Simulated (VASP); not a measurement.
Here is the system:

```yaml
crystal:
  lattice:
    - [0.00000, 2.78743, 2.78743]
    - [2.78743, 0.00000, 2.78743]
    - [2.78743, 2.78743, 0.00000]
  atoms:
    - { symbol: Yb, position: [0.50000, 0.50000, 0.50000] }
    - { symbol: S, position: [0.00000, 0.00000, 0.00000] }
```

Computed with SCAN meta-GGA, VASP's PBE PAW potentials (set 64) (plane waves; VASP). Settings: 400 eV cut-off, 9×9×9 Γ-centred mesh, tetrahedra with Blöchl corrections, potentials Yb_2 S.

The 4f electrons are frozen in the core of the lanthanide potential, so 4f levels, which can set the real gap, and their magnetism are missing.

Problem. What does the run give for the energy per atom (σ→0), band gap (over mesh and band path) with the smallest direct gap where there is one?

Solution. 
```
Item                                                     Value
---------------------------------------------  ---------------
band gap (over mesh and band path)                     2.44 eV
smallest direct gap (over mesh and band path)          3.16 eV
energy per atom (σ→0)                          -32.684 eV/atom
```

Only differences to runs with the same potentials and settings are physical.

The structure comes from a measured YbS entry (Fm-3m) of the Crystallography Open Database, whose conditions weren't checked. It was relaxed first, which changed the volume by -5 %.
